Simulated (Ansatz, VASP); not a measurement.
# SnMoPd (SnMoPd in the AlB2 type): VASP beside Ansatz, part 2 of 2

One calculation is typed for both programs; each brings its own data sets. How far apart do they land? The cell is generated by rule, not measured, and may not be a known phase. The cell is taken from a series of runs on this material, whose earlier steps may have relaxed, scaled, displaced or heated it; both programs get it as it stands.

VASP 6.6.1 and Ansatz 0.2.0.

So far: The starting structure; Ansatz: relaxation of cell and atoms, PBE.

## Step 3: VASP: relaxation of cell and atoms, PBE

Level of this step: PBE; plane waves and PAW (Mo_sv, Sn_d, Pd); invented cell (VASP).

The same cell, functional, mesh and smearing now go to VASP, with its own data sets.

Lines of VASP's logs that name or quote its potential files are left out, and so is its time.

INCAR reads:

```
SYSTEM = SnMoPd
PREC = Accurate
ENCUT = 500
EDIFF = 1E-07
NELM = 120
ISMEAR = 1
SIGMA = 0.2
LREAL = .FALSE.
ALGO = Normal
GGA = PE
NBANDS = 25
LASPH = .TRUE.
LORBIT = 11
LWAVE = .FALSE.
LCHARG = .FALSE.
ISIF = 3
IBRION = 2
NSW = 80
EDIFFG = -0.005
GGA_COMPAT = .FALSE.
NELMIN = 4
KPAR = 2
```

POSCAR reads:

```
SnMoPd
1.0
    4.5552150000      0.0000000000      0.0000000000
   -2.2776080000      3.9449320000      0.0000000000
    0.0000000000      0.0000000000      2.9274090000
Mo Sn Pd
1 1 1
Direct
    0.0000000000      0.0000000000      0.0000000000
    0.3333333333      0.6666666667      0.5000000000
    0.6666666667      0.3333333333      0.5000000000
```

KPOINTS reads:

```
Automatic mesh
0
Gamma
9 9 10
0 0 0
```

PAW data sets: Mo_sv, Sn_d and Pd (PBE family, release 64).

The run is started by

```
> mpirun -np 2 vasp_std
```

Numbers of over 12 decimals in the logs are rounded to 6 here.

Output:

```text
[banner, memory and clock lines left out]
running    2 mpi-ranks, on    1 nodes
 distrk:  each k-point on    1 cores,    2 groups
 distr:  one band on    1 cores,    1 groups

 POSCAR found type information on POSCAR MoSnPd
 POSCAR found :  3 types and       3 ions
 LDA part: xc-table for (Slater+PW92), standard interpolation
 POSCAR, INCAR and KPOINTS ok, starting setup
 FFT: planning ... GRIDC
 FFT: planning ... GRID_SOFT
 FFT: planning ... GRID
 WAVECAR not read
 entering main loop
       N       E                     dE             d eps       ncg     rms          rms(c)
DAV:   1     0.368637682222E+03    0.36864E+03   -0.18912E+04  3682   0.210E+03
DAV:   2     0.729999515674E+01   -0.36134E+03   -0.35268E+03  3744   0.525E+02
DAV:   3    -0.200684969874E+02   -0.27368E+02   -0.26791E+02  4354   0.131E+02
DAV:   4    -0.207160337666E+02   -0.64754E+00   -0.64436E+00  3996   0.209E+01
DAV:   5    -0.207317457419E+02   -0.15712E-01   -0.15704E-01  4899   0.339E+00    0.125E+01
DAV:   6    -0.198527840104E+02    0.87896E+00   -0.65319E+00  3822   0.131E+01    0.449E+00
DAV:   7    -0.198051184968E+02    0.47666E-01   -0.31860E+00  3867   0.116E+01    0.436E+00
DAV:   8    -0.196096059868E+02    0.19551E+00   -0.52759E-01  3961   0.583E+00    0.178E+00
DAV:   9    -0.195998875939E+02    0.97184E-02   -0.11859E-01  4402   0.226E+00    0.545E-01
DAV:  10    -0.195956569199E+02    0.42307E-02   -0.20388E-02  4083   0.120E+00    0.195E-01
DAV:  11    -0.195956383377E+02    0.18582E-04   -0.12682E-03  4565   0.335E-01    0.543E-02
DAV:  12    -0.195956146417E+02    0.23696E-04   -0.20274E-04  4141   0.107E-01    0.175E-02
DAV:  13    -0.195956117332E+02    0.29085E-05   -0.13525E-05  4149   0.324E-02    0.357E-03
DAV:  14    -0.195956117091E+02    0.24100E-07   -0.56609E-07  3743   0.594E-03
   1 F= -.19595612E+02 E0= -.19595680E+02  d E =-.195956E+02
 curvature:   0.00 expect dE= 0.000E+00 dE for cont linesearch  0.000E+00
 trial: gam= 0.00000 g(F)=  0.443E-45 g(S)=  0.120E-03 ort = 0.000E+00 (trialstep = 0.100E+01)
 search vector abs. value=  0.120E-03
 bond charge predicted
       N       E                     dE             d eps       ncg     rms          rms(c)
DAV:   1    -0.195984994414E+02   -0.28877E-02   -0.61554E-02  4285   0.284E+00    0.372E-01
DAV:   2    -0.195958429588E+02    0.26565E-02   -0.10527E-02  3720   0.891E-01    0.967E-02
DAV:   3    -0.195956307268E+02    0.21223E-03   -0.52027E-04  4399   0.283E-01    0.468E-02
DAV:   4    -0.195955945023E+02    0.36225E-04   -0.23474E-04  4825   0.147E-01    0.359E-02
DAV:   5    -0.195955726507E+02    0.21852E-04   -0.78563E-05  4225   0.697E-02    0.116E-02
DAV:   6    -0.195955667011E+02    0.59496E-05   -0.41855E-06  3811   0.181E-02    0.524E-03
DAV:   7    -0.195955652316E+02    0.14695E-05   -0.60559E-07  3523   0.534E-03    0.132E-03
DAV:   8    -0.195955654416E+02   -0.20996E-06   -0.52125E-08  1901   0.245E-03    0.860E-04
DAV:   9    -0.195955653098E+02    0.13174E-06   -0.15459E-08  1871   0.138E-03    0.155E-04
DAV:  10    -0.195955653003E+02    0.95351E-08   -0.47424E-09  1868   0.701E-04
   2 F= -.19595565E+02 E0= -.19595624E+02  d E =0.464088E-04
 trial-energy change:    0.000046  1 .order    0.000037   -0.000120    0.000195
 step:   0.3423(harm=  0.3819)  dis= 0.00000  next Energy=   -19.595632 (dE=-0.202E-04)
 bond charge predicted
       N       E                     dE             d eps       ncg     rms          rms(c)
DAV:   1    -0.195968911264E+02   -0.13258E-02   -0.26579E-02  4276   0.186E+00    0.246E-01
DAV:   2    -0.195957300603E+02    0.11611E-02   -0.45114E-03  3691   0.586E-01    0.635E-02
DAV:   3    -0.195956439171E+02    0.86143E-04   -0.22953E-04  4398   0.189E-01    0.311E-02
DAV:   4    -0.195956350105E+02    0.89066E-05   -0.10792E-04  4788   0.962E-02    0.250E-02
DAV:   5    -0.195956280805E+02    0.69300E-05   -0.37851E-05  4433   0.502E-02    0.784E-03
DAV:   6    -0.195956300772E+02   -0.19968E-05   -0.18650E-06  3750   0.120E-02    0.346E-03
DAV:   7    -0.195956309059E+02   -0.82866E-06   -0.24731E-07  3136   0.341E-03    0.873E-04
DAV:   8    -0.195956307559E+02    0.15004E-06   -0.24394E-08  1829   0.164E-03    0.572E-04
DAV:   9    -0.195956308419E+02   -0.86057E-07   -0.69283E-09  1825   0.926E-04
   3 F= -.19595631E+02 E0= -.19595695E+02  d E =-.191328E-04
 curvature:  -0.19 expect dE=-0.181E-06 dE for cont linesearch -0.180E-06
 trial: gam=-0.08096 g(F)=  0.426E-44 g(S)=  0.949E-06 ort = 0.107E-04 (trialstep = 0.868E+00)
 search vector abs. value=  0.761E-08
 reached required accuracy - stopping structural energy minimisation
```

Parts of OUTCAR (step 3):

```text
ion  position               nearest neighbor table
   1  0.000  0.000  0.000-   3 3.01   3 3.01   2 3.01   2 3.01   3 3.01   3 3.01   2 3.01   2 3.01
                             2 3.01   3 3.01   2 3.01   3 3.01
   2  0.333  0.667  0.500-   3 2.63   3 2.63   3 2.63   1 3.01   1 3.01   1 3.01   1 3.01   1 3.01
                             1 3.01
   3  0.667  0.333  0.500-   2 2.63   2 2.63   2 2.63   1 3.01   1 3.01   1 3.01   1 3.01   1 3.01
                             1 3.01

  LATTYP: Found a hexagonal cell.
 ALAT       =     4.5552150000
 C/A-ratio  =     0.6426500176

 Subroutine GETGRP returns: Found 12 space group operations
 (whereof 12 operations were pure point group operations)

The static configuration has the point symmetry D_3h.

 Found     72 irreducible k-points:

   k-points           NKPTS =     72   k-points in BZ     NKDIM =     72   number of bands    NBANDS=     25

   dimension x,y,z NGX =    36 NGY =   36 NGZ =   24
   dimension x,y,z NGXF=    72 NGYF=   72 NGZF=   48

   ENCUT  =  500.0 eV  36.75 Ry    6.06 a.u.   8.31  8.31  5.34*2*pi/ulx,y,z

   NELECT =      38.0000    total number of electrons

 k-points in reciprocal lattice and weights: Automatic mesh
   0.00000000  0.00000000  0.00000000       0.001
   0.11111111  0.00000000  0.00000000       0.007
   0.22222222  0.00000000  0.00000000       0.007
   0.33333333  0.00000000  0.00000000       0.007
   0.44444444  0.00000000  0.00000000       0.007
   0.11111111  0.11111111  0.00000000       0.007
   0.22222222  0.11111111  0.00000000       0.015
   0.33333333  0.11111111  0.00000000       0.015
   0.44444444  0.11111111  0.00000000       0.007
[...]
0.33333333  0.22222222  0.50000000       0.015
   0.33333333  0.33333333  0.50000000       0.002

 average (electrostatic) potential at core
       1 -70.8627       2 -95.8863       3 -69.8022

 E-fermi :  11.0397

 k-point     1 :       0.0000    0.0000    0.0000
  band No.  band energies     occupation
    ...
     14       8.6355      2.00000
     15       8.7779      2.00000
     16       8.7779      2.00000
     17       8.8301      2.00000
     18       8.8301      2.00000
     19      12.2057     -0.00000
     20      12.2057     -0.00000
     21      12.6475     -0.00000
     22      14.7877     -0.00000
     23      14.7877     -0.00000
    ...

 k-point     2 :       0.1111    0.0000    0.0000
  band No.  band energies     occupation
    ...
     14       8.6492      2.00000
     15       8.7703      2.00000
     16       8.7791      2.00000
     17       8.8015      2.00000
     18       8.8358      2.00000
     19      12.1358     -0.00000
     20      12.2203     -0.00000
     21      12.8777     -0.00000
     22      13.7950     -0.00000
     23      13.9091     -0.00000
    ...

 k-point     3 :       0.2222    0.0000    0.0000
  band No.  band energies     occupation
    ...
     14       8.3676      2.00000
     15       8.7514      2.00000
     16       8.7749      2.00000
     17       8.8679      2.00000
     18       8.9132      2.00000
     19      11.9963     -0.00000
     20      12.1960     -0.00000
     21      12.2570     -0.00000
     22      12.6769     -0.00000
     23      13.9012     -0.00000
    ...

  Total        0.0045972      0.0045972      0.0040939     -0.0000000      0.0000000      0.0000000
  in kB        0.1398991      0.1398991      0.1245822     -0.0000000      0.0000000      0.0000000
  external PRESSURE =       0.1347935 kB  Pullay stress =       0.0000000 kB

  energy-cutoff  :      500.00
  volume of cell :       52.65
      direct lattice vectors                 reciprocal lattice vectors
     4.556515019 -0.000000000  0.000000000     0.219465973  0.126708763  0.000000000
    -2.278258010  3.946057849 -0.000000000     0.000000000  0.253417471  0.000000000
    -0.000000000  0.000000000  2.928147529    -0.000000000 -0.000000000  0.341512847

 POSITION                                       TOTAL-FORCE (eV/Angst)
 -----------------------------------------------------------------------------------
     -0.00000      0.00000      2.92815        -0.000000      0.000000      0.000000
     -0.00000      2.63071      1.46407         0.000000      0.000000     -0.000000
      2.27826      1.31535      1.46407         0.000000     -0.000000      0.000000
 -----------------------------------------------------------------------------------
    total drift:                                0.000002     -0.000001     -0.000000

  FREE ENERGIE OF THE ION-ELECTRON SYSTEM (eV)
  ---------------------------------------------------
  free  energy   TOTEN  =       -19.5956308419 eV

  energy  without entropy=      -19.5958246693  energy(sigma->0) =      -19.59569545

 reached required accuracy - stopping structural energy minimisation

 total charge
# of ion       s       p       d       tot
------------------------------------------
    1        2.249   6.108   3.834  12.191
    2        1.109   1.309  10.078  12.496
    3        0.476   0.540   8.565   9.581
--------------------------------------------------
tot          3.834   7.958  22.477  34.269

[... 3 further parts left out ...]
```

The run keeps the 12 symmetry operations of its start, so it cannot find a distortion of lower symmetry.

## Step 4: Differences

Known differences besides the potentials themselves: the data sets hold 46 valence electrons in Ansatz (on its PAW soft_1 files) and 38 in VASP; the cutoff is 420 eV in Ansatz and 500 eV in VASP; Ansatz adds a Pulay correction to the stress that steers its cell, VASP none. Total energies have different zeros and are not compared.

Both answers:

| quantity | Ansatz | VASP | difference |
| --- | --- | --- | --- |
| volume (Å³) | 52.60 | 52.65 | -0.10 % |
| edge a after relaxation, in the typed setting (Å) | 4.554 | 4.556 | -0.05 % |
| edge c after relaxation, in the typed setting (Å) | 2.928 | 2.928 | +0.00 % |

## Step 5: Results

| Item | Value |
| --- | --- |
| difference in volume (relaxation of cell and atoms, PBE) | -0.096 % |

The difference in volume is -0.096 % (relaxation of cell and atoms, PBE), within the 1.2 % picked in this series as the mark of a large difference, as far as the stopping tolerances let one tell. The data sets hold unlike numbers of valence electrons (46 in Ansatz and 38 in VASP), so part of the differences comes from the potentials. How closely two codes agree says nothing of how well the functional describes the real material.

[Lines on the potential files, build, host, timing and source positions are cut from VASP's logs without a mark.]

[Logs are printed without paths, hosts, clocks, repeated set-up lines and the standing remarks that a program may print on its own settings, such as how far it seeks lower states.]

[Hosts, paths, dates, database ids (printed as entryN), source tags and the programs' standing remarks are cut or masked in the printed files.]
